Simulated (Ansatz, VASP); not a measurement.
**Zr3Ni: VASP beside Ansatz**

File INCAR:

```
SYSTEM = Zr3Ni
PREC = Accurate
ENCUT = 520
EDIFF = 1E-7
ISMEAR = -1
SIGMA = 0.05
LREAL = .False.
LASPH = .True.
NELM = 120
ALGO = Normal
ISIF = 2
LWAVE = .False.
LCHARG = .False.
ISPIN = 2
MAGMOM = 0 0 0 0 0 0 1 1
LORBIT = 11
LMAXMIX = 4
GGA = PE
NBANDS = 60
```

The input KPOINTS:

```
regular mesh
0
Gamma
  5 5 6
  0 0 0
```

Contents of POSCAR:

```
Zr3Ni
1.0
    6.0644184126      0.0000000000      0.0000000000
   -3.0322092063      5.2519404045      0.0000000000
    0.0000000000      0.0000000000      4.8962950000
Zr Ni
6 2
Direct
    0.1743470050      0.8256529950      0.2500000000
    0.1743470050      0.3486940100      0.2500000000
    0.3486940100      0.1743470050      0.7500000000
    0.8256529950      0.1743470050      0.7500000000
    0.8256529950      0.6513059900      0.7500000000
    0.6513059900      0.8256529950      0.2500000000
    0.6666666667      0.3333333333      0.2500000000
    0.3333333333      0.6666666667      0.7500000000
```

The input input.yaml:

```yaml
crystal:
  lattice:
    - [6.0644184126, 0.0, 0.0]
    - [-3.0322092063, 5.2519404045, 0.0]
    - [0.0, 0.0, 4.896295]
  atoms:
    - { symbol: Zr, position: [0.174347005, 0.825652995, 0.25] }
    - { symbol: Zr, position: [0.174347005, 0.34869401, 0.25] }
    - { symbol: Zr, position: [0.34869401, 0.174347005, 0.75] }
    - { symbol: Zr, position: [0.825652995, 0.174347005, 0.75] }
    - { symbol: Zr, position: [0.825652995, 0.65130599, 0.75] }
    - { symbol: Zr, position: [0.65130599, 0.825652995, 0.25] }
    - { symbol: Ni, position: [0.6666666667, 0.3333333333, 0.25], spin: 1.0 }
    - { symbol: Ni, position: [0.3333333333, 0.6666666667, 0.75], spin: 1.0 }
hamiltonian:
  xc: pbe
  pseudopotentials: { kind: paw }
magnetization:
  spin_polarized: true
kpoints:
  mp_grid: { grid: [5, 5, 6] }
scf:
  occupations: { method: fermi_dirac, width: 0.05 }
output:
  forces: true
  stress: true
  eigenvalues: true
```

The cell comes from a database or a generator and needn't be the stable form of this composition.

Alike in both runs: task single point; functional PBE; k mesh 5 × 5 × 6; occupations fermi-dirac, width 0.05 eV; collinear spin, ferromagnetic start.

```csv
,VASP,Ansatz
version,VASP 6.6.1,Ansatz 0.2.0
potentials or method,"VASP PAW PBE potentials, release 64 (Zr_sv, Ni)",Ansatz PAW
plane-wave cutoff (eV),520,420
valence electrons in the cell,92,108
```

|  | VASP | Ansatz | Ansatz less VASP |
| --- | --- | --- | --- |
| gap on the k mesh at the Fermi level (eV) | none | none | - |
| pressure (GPa) | 0.5 | 0.4 | -0.11 |
| largest component of the traceless stress (GPa) | 0.29 | 0.35 | +0.059 |
| rms of the force components (eV/Å) | 0.021 | 0.030 | +0.0086 |
| net moment per atom (μB) | 0.00 | 0.00 | 0.000 |

Atom by atom the forces differ by 0.009 eV/Å (rms over components). A gap of «none» marks a metal or a gap that the smearing closes. The two sets of potentials don't hold the same shells in valence.

Caveats: the starting moments weren't kept (Ansatz).
